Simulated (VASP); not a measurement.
Method: r2SCAN meta-GGA, VASP's PBE PAW potentials (set 64) (plane waves; VASP 6.6.1).

Input for VASP

File POSCAR:
```
Au
1
    0.0000000000     2.0626837844     2.0626837844
    2.0626837844     0.0000000000     2.0626837844
    2.0626837844     2.0626837844     0.0000000000
Au
1
Direct
  0.0000000000   0.0000000000   0.0000000000
```

**KPOINTS**
```
kpoints
0
gamma
 14 14 14
```

INCAR:
```
# general
SYSTEM  = Au
PREC    = Accurate
ENCUT   = 400   # plane-wave cut-off (eV)
LREAL   = .False.
LASPH   = .True.

# electronic loop
EDIFF   = 1E-6
NELM    = 100   # most electronic steps
ALGO    = Normal   # blocked Davidson
LMAXMIX = 6   # l cut-off of mixed one-centre charges
LMIXTAU = .True.

# smearing
ISMEAR  = 1   # Methfessel-Paxton
SIGMA   = 0.1   # width (eV)

# functional
METAGGA = R2SCAN

# ions
IBRION  = 2   # conjugate gradients
NSW     = 60   # most ionic steps
ISIF    = 3   # ions, shape and volume
EDIFFG  = -0.01   # ionic stop

# output
LWAVE   = .False.
LCHARG  = .False.
```

POTCAR, in this order: Au (PBE.64 set). Program: vasp_std.

Unless said otherwise, spin-orbit coupling is left out, though it shifts the bands of the heavy elements here.

### Question
Estimate the energy per atom (σ→0), band gap (on the k-mesh).

### Answer

| Property | Value |
|---|---|
| energy per atom (σ→0) | -50.593 eV/atom |
| band gap (on the k-mesh) | none (metal, semimetal or under 0.01 eV) |

**OSZICAR**
```
...
DAV:   9    -0.505919916543E+02   -0.17332E-01   -0.17452E-02  1947   0.104E+00    0.495E-02
DAV:  10    -0.505922695840E+02   -0.27793E-03   -0.15869E-03  1942   0.361E-01    0.495E-02
DAV:  11    -0.505926117796E+02   -0.34220E-03   -0.56823E-04  1991   0.211E-01    0.343E-02
DAV:  12    -0.505926850536E+02   -0.73274E-04   -0.50186E-05  1945   0.730E-02    0.149E-02
DAV:  13    -0.505926995031E+02   -0.14449E-04   -0.41185E-05  2018   0.632E-02    0.152E-03
DAV:  14    -0.505927035126E+02   -0.40095E-05   -0.48152E-06  1964   0.171E-02    0.329E-03
DAV:  15    -0.505927031515E+02    0.36112E-06   -0.31744E-07   945   0.627E-03
   1 F= -.50592703E+02 E0= -.50592858E+02  d E =-.505927E+02
```

The compound is Au in the fcc structure. It was relaxed first. The start is the result of an earlier pass.
